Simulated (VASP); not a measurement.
Input:

```xyz
2
Lattice="3.2500 0.0000 0.0000 0.0000 3.2500 0.0000 0.0000 0.0000 3.2500" Properties=species:S:1:pos:R:3 pbc="T T T"
In     1.6250     1.6250     1.6250
Pd     0.0000     0.0000     0.0000
```

Computed with revPBE GGA, VASP's PBE PAW potentials (set 64) (plane waves; VASP 6.6.1). Run with 520 eV cut-off, 10×10×10 Γ-centred mesh, first-order Methfessel-Paxton smearing of 0.10 eV, potentials In_d Pd.

Energy and stress use the plane-wave basis of the starting cell.

**Question.** The ions, cell shape and volume are relaxed. Which structure does the run end with?

**Answer.** 
```xyz
2
Lattice="3.3338 0.0000 0.0000 0.0000 3.3338 0.0000 0.0000 0.0000 3.3338" Properties=species:S:1:pos:R:3 pbc="T T T"
In     1.6669     1.6669     1.6669
Pd     0.0000     0.0000     0.0000
```
Space group Pm-3m (221), at a tolerance of 0.03 Å.

**Question.** How do energy and volume change from the first to the last step?

**Answer.** The energy (σ→0) changes by -36.3 meV/atom and the volume by +7.9 %, in 3 ionic steps.

```json
[
 {"step": "1", "E(σ→0) (eV)": "-7.8746", "max force (eV/Å)": "0.000", "pressure (GPa)": "9.37", "volume (Å³)": "34.33"},
 {"step": "2", "E(σ→0) (eV)": "-7.9022", "max force (eV/Å)": "0.000", "pressure (GPa)": "-5.43", "volume (Å³)": "39.56"},
 {"step": "3", "E(σ→0) (eV)": "-7.9472", "max force (eV/Å)": "0.000", "pressure (GPa)": "0.00", "volume (Å³)": "37.05"}
]
```

The compound is PdIn in the CsCl type structure. This run relaxes it. Symmetry was kept, so distortions that lower it aren't found. The electron count is odd and the run is not spin-polarised, which forces a metal.
